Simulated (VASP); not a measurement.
All values below come from r2SCAN+rVV10, VASP's PBE PAW potentials (set 64) (plane waves; VASP 6.6.1).

The input files of a VASP run:

**POSCAR**
```
HfO2
1
    0.0000000000     2.4873148789     2.4873148789
    2.4873148789     0.0000000000     2.4873148789
    2.4873148789     2.4873148789     0.0000000000
Hf O
1 2
Direct
  0.0000000000   0.0000000000   0.0000000000
  0.2500000000   0.2500000000   0.2500000000
  0.7500000000   0.7500000000   0.7500000000
```

### INCAR
```
# general
SYSTEM  =HfO2
PREC    =Accurate
ENCUT   =520
LREAL   =F
LASPH   =T

# electronic loop
EDIFF   =1E-7
NELM    =100
ALGO    =Normal
LMAXMIX =6
LMIXTAU =T

# smearing
ISMEAR  =0
SIGMA   =0.05

# functional
METAGGA =R2SCAN
LUSE_VDW=T
BPARAM  =11.95
CPARAM  =0.0093

# ions
ISIF    =2

# output
LWAVE   =F
LCHARG  =F
```

**KPOINTS**
```
K-points
0
Gamma
8 8 8
```

POTCAR, in this order: Hf_pv O (PBE.64 set). Program: vasp_std.

Unless said otherwise, spin-orbit coupling is left out, though it shifts the bands of the heavy elements here.

Q: Predict the energy per atom (σ→0), pressure, band gap (on the k-mesh).

A: 
```
Property                            Value
------------------------  ---------------
energy per atom (σ→0)     -22.682 eV/atom
band gap (on the k-mesh)          4.42 eV
pressure                         9.10 GPa
```

OSZICAR:
```
...
DAV:  15    -0.680458101029E+02   -0.34637E-03   -0.76998E-04  1038   0.213E-01    0.580E-02
DAV:  16    -0.680458096280E+02    0.47498E-06   -0.43484E-05  1038   0.581E-02    0.275E-02
DAV:  17    -0.680458170271E+02   -0.73992E-05   -0.77227E-06   954   0.273E-02    0.345E-03
DAV:  18    -0.680458202039E+02   -0.31767E-05   -0.88393E-07   968   0.123E-02    0.640E-03
DAV:  19    -0.680458195833E+02    0.62056E-06   -0.50680E-07  1010   0.594E-03    0.137E-03
DAV:  20    -0.680458197713E+02   -0.18796E-06   -0.33083E-08   575   0.221E-03    0.131E-03
DAV:  21    -0.680458197532E+02    0.18119E-07   -0.84109E-09   512   0.993E-04
   1 F= -.68045820E+02 E0= -.68045820E+02  d E =-.490060E-18
```

The compound is HfO2 in the fluorite structure, the high-temperature cubic form, which is unstable at 0 K; the monoclinic form is the stable one. This cell is one point of a volume scan, at 0.97 of the reference volume.
